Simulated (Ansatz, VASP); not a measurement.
# One calculation of Mg2ZnN2, two programs

```
CELL_PARAMETERS angstrom
-1.57905 1.57905 6.12210
1.57905 -1.57905 6.12210
1.57905 1.57905 -6.12210
ATOMIC_POSITIONS crystal
Mg 0.32787 0.32787 0.00000
Mg 0.67213 0.67213 0.00000
Zn 0.00000 0.00000 0.00000
N 0.15054 0.15054 0.00000
N 0.84946 0.84946 0.00000
```

Alike in both runs: functional PBE; k mesh 12 × 12 × 12; occupations gaussian, width 0.02 eV; no spin polarisation.

Ansatz relaxed the structure, and its values are those at the end. VASP's run is a single point on that final structure, the one shown.

```csv
,VASP,Ansatz
version,VASP 6.6.1,Ansatz 0.2.0
potentials or method,"VASP PAW PBE potentials, release 64 (Mg, Zn, N)","scalar-relativistic, plane waves, PAW"
plane-wave cutoff (eV),520,420
valence electrons in the cell,26,42
```

|  | VASP | Ansatz | Ansatz less VASP |
| --- | --- | --- | --- |
| gap on the k mesh at the Fermi level (eV) | 0.52 | 0.53 | +0.002 |
| least direct gap on the mesh (eV) | 0.59 | 0.59 | +0.003 |
| pressure (GPa) | 0.0 | 0.0 | -0.03 |
| rms of the force components (eV/Å) | 0.047 | 0.002 | -0.0449 |

The functional is the same, so the differences come from potentials, cutoffs and numerics. The two sets of potentials don't hold the same shells in valence.

A k mesh can miss the band edges. As with any semilocal functional, this PBE gap is likely too small.
